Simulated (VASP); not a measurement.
BiSbS4:

```
Sb Bi S
1.0
     3.85795    0.00000    0.00000
    -1.92897    3.34108    0.00000
     0.00000    0.00000   12.79800
Sb Bi S
1 1 4
Direct
  0.00000 0.00000 0.00000
  0.00000 0.00000 0.50000
  0.33333 0.66667 0.88420
  0.33333 0.66667 0.37467
  0.66667 0.33333 0.62533
  0.66667 0.33333 0.11580
```

The cell was built by a generator and needn't be a form met in nature.

```yaml
Program: VASP 6.6.1
Task: relaxation of cell and atoms
Functional: PBE
Potentials_or_basis: VASP PAW PBE potentials, release 64 (Sb, Bi_d, S)
Cutoff: 520 eV
k_mesh: 10 × 10 × 4
Occupations: gaussian, width 0.1 eV
Spin: no spin polarisation
```

At the start: pressure -0.2 GPa; volume 27.49 Å³/atom.

Q: Where does the relaxation end?

A: Over 11 steps the energy falls by 2.9 meV/atom and the volume is 27.26 Å³/atom (-0.9 %); space group P-3m1 (No. 164, to 0.05 Å).

The path:
```csv
step,energy change (eV),largest force (eV/Å),pressure (GPa),volume (Å³)
1,0.0000,0.1550,-0.17,164.96
2,-0.0121,0.0864,-0.06,164.24
3,-0.0174,0.0119,0.07,163.37
4,-0.0174,0.0107,0.07,163.33
5,-0.0174,0.0217,-0.05,163.68
6,-0.0174,0.0115,0.00,163.52
7,-0.0174,0.0122,0.01,163.52
8,-0.0174,0.0176,-0.02,163.60
9,-0.0174,0.0142,-0.02,163.54
10,-0.0174,0.0122,0.00,163.53
11,-0.0174,0.0096,0.00,163.56
```

Final structure:
```
Sb Bi S
1.0
     3.81236    0.00000    0.00000
    -1.90618    3.30160    0.00000
     0.00000    0.00000   12.99441
Sb Bi S
1 1 4
Cartesian
  0.0000 0.0000 0.0000
  0.0000 0.0000 6.4972
  0.0000 2.2011 11.4818
  0.0000 2.2011 4.8524
  1.9062 1.1005 8.1421
  1.9062 1.1005 1.5127
```

Caveat: this functional lacks dispersion, which binds the layers, so the pressure and a relaxed spacing across them are unreliable.
